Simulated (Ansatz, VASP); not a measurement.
## NiMoIrPdW in VASP and in Ansatz

Contents of INCAR:

```
ALGO = Normal
EDIFF = 1E-7
ENCUT = 520
GGA = PE
ISIF = 2
ISMEAR = -1
ISPIN = 2
KPAR = 4
LASPH = True
LCHARG = False
LMAXMIX = 4
LORBIT = 11
LREAL = False
LWAVE = False
MAGMOM = 1 1 0 0.6 0
NBANDS = 40
NELM = 150
PREC = Accurate
SIGMA = 0.05
```

The input KPOINTS:

```
k-points
0
Gamma
  11 11 3
```

The input POSCAR:

```
NiMoIrPdW
1.0
    2.8149266879      0.0000000000      0.0000000000
   -1.4074633439      2.4377922971      0.0000000000
    0.0000000000      0.0000000000     11.5629294088
Ni Mo Pd Ir W
1 1 1 1 1
Direct
    0.0000000000      0.0000000000      0.7091700000
    0.6666700000      0.3333300000      0.2942500000
    0.6666700000      0.3333300000      0.8990100000
    0.0000000000      0.0000000000      0.1060400000
    0.6666700000      0.3333300000      0.5292100000
```

input.yaml

```yaml
crystal:
  lattice:
    - [2.8149266879, 0.0, 0.0]
    - [-1.4074633439, 2.4377922971, 0.0]
    - [0.0, 0.0, 11.5629294088]
  atoms:
    - { symbol: Ni, position: [0.0, 0.0, 0.70917], spin: 1.0 }
    - { symbol: Mo, position: [0.66667, 0.33333, 0.29425], spin: 1.0 }
    - { symbol: Pd, position: [0.66667, 0.33333, 0.89901] }
    - { symbol: Ir, position: [0.0, 0.0, 0.10604], spin: 0.6 }
    - { symbol: W, position: [0.66667, 0.33333, 0.52921] }
hamiltonian:
  xc: pbe
  pseudopotentials: { kind: paw }
magnetization:
  spin_polarized: true
kpoints:
  mp_grid: { grid: [11, 11, 3] }
scf:
  occupations: { method: fermi_dirac, width: 0.05 }
output:
  forces: true
  stress: true
  eigenvalues: true
  write_density: true
  write_potential: true
  elf: true
  volumetric_format: npy
```

Change from the starting cell: volume scaled by 1.06.

Alike in both runs: task single point; functional PBE; k mesh 11 × 11 × 3; occupations fermi-dirac, width 0.05 eV; collinear spin, ferromagnetic start.

```csv
,VASP,Ansatz
version,VASP 6.6.1,Ansatz 0.2.0
potentials or method,"VASP PAW PBE potentials, release 64 (Ni, Mo_sv, Pd, Ir, W_sv)",Ansatz PAW
plane-wave cutoff (eV),520,420
valence electrons in the cell,57,81
```

```csv
,VASP,Ansatz,Ansatz less VASP
gap on the k mesh at the Fermi level (eV),none,none,-
pressure (GPa),-11.9,-12.1,-0.26
largest component of the traceless stress (GPa),0.39,0.36,-0.032
rms of the force components (eV/Å),0.077,0.084,+0.0075
net moment per atom (μB),0.00,0.00,0.000
```

Atom by atom the forces differ by 0.009 eV/Å (rms over components). A gap of «none» marks a metal or a gap that the smearing closes. The two sets of potentials don't hold the same shells in valence.

Caveats: the starting moments weren't kept (Ansatz). Spin-orbit coupling is left out, which matters for the levels of Ir, W.
